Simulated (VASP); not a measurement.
Something may be wrong with this VASP 6.6.1 calculation of CaCoAu3.

Contents of INCAR:

```
SYSTEM = CaCoAu3
  PREC = Accurate
  ENCUT = 600
  EDIFF = 1E-7
  ISMEAR = -1
  SIGMA = 0.05
  LREAL = .False.
  LASPH = .True.
  NELM = 51
  ALGO = None
  ISIF = 3
  LWAVE = .False.
  LCHARG = .False.
  ISPIN = 2
  MAGMOM = 0 2 0 0 0
  LORBIT = 11
  LMAXMIX = 4
  GGA = PE
  IBRION = 2
  NSW = 30
  EDIFFG = -0.02
```

Contents of KPOINTS:

```
regular mesh
0
Gamma
  5 5 5
  0 0 0
```

Contents of POSCAR:

```
CaCoAu3
1.0
    4.8510400000      0.0000000000      0.0000000000
    0.0000000000      4.8510400000      0.0000000000
    0.0000000000      0.0000000000      4.8510400000
Ca Co Au
1 1 3
Direct
    0.0000000000      0.0000000000      0.0000000000
    0.5000000000      0.5000000000      0.5000000000
    0.0000000000      0.5000000000      0.5000000000
    0.5000000000      0.0000000000      0.5000000000
    0.5000000000      0.5000000000      0.0000000000
```

Potentials or basis: VASP PAW PBE potentials, release 64 (Ca_sv, Co, Au).

Command:

```console
$ cat potpaw_PBE.64/Ca_sv/POTCAR potpaw_PBE.64/Co/POTCAR potpaw_PBE.64/Au/POTCAR > POTCAR
$ mpirun -np 1 vasp_std > vasp.out
```

OUTCAR:

```text
SYSTEM = CaCoAu3
   PREC = Accurate
   ENCUT = 600
   EDIFF = 1E-7
   ISMEAR = -1
   LREAL = .False.
   LASPH = .True.
   NELM = 51
   ISIF = 3
   ISPIN = 2
   LORBIT = 11
   GGA = PE
   IBRION = 2
   NSW = 30
   EDIFFG = -0.02

 ion  position               nearest neighbor table
   1  0.000  0.000  0.000-
   2  0.500  0.500  0.500-   3 2.43   4 2.43   5 2.43   5 2.43   4 2.43   3 2.43
   3  0.000  0.500  0.500-   2 2.43   2 2.43   5 3.43   5 3.43   4 3.43   4 3.43   4 3.43   5 3.43
                             5 3.43   4 3.43
   4  0.500  0.000  0.500-   2 2.43   2 2.43   5 3.43   5 3.43   3 3.43   3 3.43   5 3.43   5 3.43
                             3 3.43   3 3.43
[... 2544 lines left out ...]
  Direction    XX          YY          ZZ          XY          YZ          ZX
  --------------------------------------------------------------------------------------
  -------------------------------------------------------------------------------------
  Total     -235.6967447   -235.6967447   -235.6967447      0.0000000      0.0000000      0.0000000
  in kB      -56.6685398    -56.6685398    -56.6685398      0.0000000      0.0000000      0.0000000
  external PRESSURE =     -56.6685398 kB  Pullay stress =       0.0000000 kB
[... 20 lines left out ...]
  FREE ENERGIE OF THE ION-ELECTRON SYSTEM (eV)
  ---------------------------------------------------
  free  energy   TOTEN  =      3494.1378579256 eV

  energy  without entropy=     3494.2515901384  energy(sigma->0) =     3494.19472403

 total charge

# of ion       s       p       d       tot
------------------------------------------
    1        1.141   0.011   0.003   1.155
    2        0.047   0.013   0.003   0.063
    3        0.059   0.016   0.005   0.080
    4        0.059   0.016   0.005   0.080
    5        0.059   0.016   0.005   0.080
--------------------------------------------------
tot          1.365   0.073   0.021   1.459

 magnetization (x)

# of ion       s       p       d       tot
------------------------------------------
    1       -0.001  -0.000  -0.000  -0.001
    2       -0.002  -0.000  -0.000  -0.003
    3       -0.000   0.000   0.000  -0.000
    4       -0.000   0.000   0.000  -0.000
    5       -0.000   0.000   0.000  -0.000
--------------------------------------------------
tot         -0.003  -0.001  -0.000  -0.004
```

On the terminal:

```text
POSCAR found type information on POSCAR CaCoAu
[... 101 lines left out ...]
|     is unoccupied at all k-points. It is always recommended to include
```

**Question.** How did it end, and where is the flaw?

**Answer.** The run was cut off at its time limit. The input holds a flaw that was put in on purpose: no self-consistency without orbitals (ALGO = None).
